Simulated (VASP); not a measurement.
AlCl:

```
Al Cl
1.0
     0.00000    2.84863    2.84863
     2.84863    0.00000    2.84863
     2.84863    2.84863    0.00000
Al Cl
1 1
Direct
  0.50000 0.50000 0.50000
  0.00000 0.00000 0.00000
```

The cell was built by a generator and needn't be a form met in nature.

```yaml
Program: VASP 6.6.1
Task: relaxation of cell and atoms
Functional: RPBE
Potentials_or_basis: VASP PAW PBE potentials, release 64 (Al, Cl)
Cutoff: 600 eV
k_mesh: 8 × 8 × 8
Occupations: fermi-dirac, width 0.05 eV
Spin: no spin polarisation
```

At the start: pressure 7.2 GPa; volume 23.12 Å³/atom.

**Question.** How do energy, volume and symmetry change on relaxing?

**Answer.** Over 6 steps the energy falls by 132.2 meV/atom and the volume is 30.27 Å³/atom (+30.9 %); space group Fm-3m (No. 225, to 0.05 Å).

Step by step:
```tsv
step	energy change (eV)	largest force (eV/Å)	pressure (GPa)	volume (Å³)
1	0.0000	0.0000	7.25	46.23
2	-0.2145	0.0000	2.57	53.59
3	-0.2628	0.0000	0.39	59.16
4	-0.2643	0.0000	0.04	60.33
5	-0.2643	0.0000	-0.06	60.64
6	-0.2643	0.0000	-0.02	60.53
```

Final structure:
```cif
data_structure
_symmetry_space_group_name_H-M 'P 1'
_symmetry_Int_Tables_number 1
_cell_length_a 4.4073
_cell_length_b 4.4073
_cell_length_c 4.4073
_cell_angle_alpha 60.000
_cell_angle_beta 60.000
_cell_angle_gamma 60.000
_cell_volume 60.53
loop_
_atom_site_label
_atom_site_type_symbol
_atom_site_fract_x
_atom_site_fract_y
_atom_site_fract_z
_atom_site_occupancy
Al1 Al 0.50000 0.50000 0.50000 1
Cl1 Cl 0.00000 0.00000 0.00000 1
```

Caveat: the volume moved by over 15 % at a fixed basis, so the end points are rough; the PAW data sets were made with another functional, which shifts forces and pressure a little.
